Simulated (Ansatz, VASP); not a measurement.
**One calculation of Ga4TeAs, two programs**

```
CELL_PARAMETERS angstrom
0.00000 4.03530 4.03530
4.03530 0.00000 4.03530
4.03530 4.03530 0.00000
ATOMIC_POSITIONS crystal
Ga 0.87419 0.37527 0.37527
Ga 0.37527 0.37527 0.37527
Ga 0.37527 0.87419 0.37527
Ga 0.37527 0.37527 0.87419
Te 0.00000 0.00000 0.00000
As 0.75000 0.75000 0.75000
```

Change from the starting cell: species swapped into the YbCdCu4 type (F-43m, No. 216).

Alike in both runs: functional PBE; k mesh 8 × 8 × 8; occupations gaussian, width 0.1 eV; no spin polarisation.

Ansatz relaxed the structure, and its values are those at the end. VASP's run is a single point on that final structure, the one shown.

|  | VASP | Ansatz |
| --- | --- | --- |
| version | VASP 6.6.1 | Ansatz 0.2.0 |
| potentials or method | VASP PAW PBE potentials, release 64 (Ga_d, Te, As) | scalar-relativistic, plane waves, PAW |
| plane-wave cutoff (eV) | 520 | 420 |
| valence electrons in the cell | 63 | 83 |

|  | VASP | Ansatz | Ansatz less VASP |
| --- | --- | --- | --- |
| gap on the k mesh at the Fermi level (eV) | none | none | - |
| pressure (GPa) | 0.1 | 0.0 | -0.08 |

A gap of «none» marks a metal or a gap that the smearing closes. The two sets of potentials don't hold the same shells in valence.

Spin-orbit coupling is left out, which matters for the levels of Te.
